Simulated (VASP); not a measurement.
OSZICAR of a VASP run on Au (fcc):

OSZICAR:
```
       N       E                     dE             d eps       ncg     rms          rms(c)
DAV:   1     0.427569229787E+02    0.42757E+02   -0.58160E+03  2344   0.109E+03
DAV:   2    -0.436968148897E+01   -0.47127E+02   -0.44568E+02  2247   0.201E+02
DAV:   3    -0.476761068704E+01   -0.39793E+00   -0.39732E+00  2569   0.195E+01
DAV:   4    -0.476863943210E+01   -0.10287E-02   -0.10287E-02  2459   0.102E+00
DAV:   5    -0.476864603499E+01   -0.66029E-05   -0.66025E-05  2464   0.762E-02    0.945E+00
DAV:   6    -0.446107747121E+01    0.30757E+00   -0.10395E+00  2195   0.978E+00    0.589E+00
DAV:   7    -0.443951156851E+01    0.21566E-01   -0.72450E-02  2363   0.248E+00    0.286E+00
DAV:   8    -0.443613643621E+01    0.33751E-02   -0.19858E-03  2293   0.563E-01    0.259E-01
DAV:   9    -0.443612878208E+01    0.76541E-05   -0.18012E-05  2440   0.510E-02    0.693E-03
DAV:  10    -0.443613008426E+01   -0.13022E-05   -0.88142E-07  2438   0.915E-03    0.161E-03
DAV:  11    -0.443613009266E+01   -0.84010E-08   -0.28049E-08  1323   0.177E-03
   1 F= -.44361301E+01 E0= -.44359749E+01  d E =-.465657E-03
```

Question: Which electronic solver shows in the log?

Answer: It is blocked Davidson (ALGO = Normal, or the opening steps of other solvers). The INCAR had ALGO = Normal.

Question: Can the final energy be trusted as converged?

Answer: The calculation finished and met its thresholds. It stopped with EDIFF = 1E-7, NELM = 100 (LDA (Ceperley-Alder, Perdew-Zunger), plane waves, VASP's LDA PAW potentials (set 64)).

The compound is Au in the fcc structure. This cell is one point of a volume scan, at 1.03 of the reference volume.
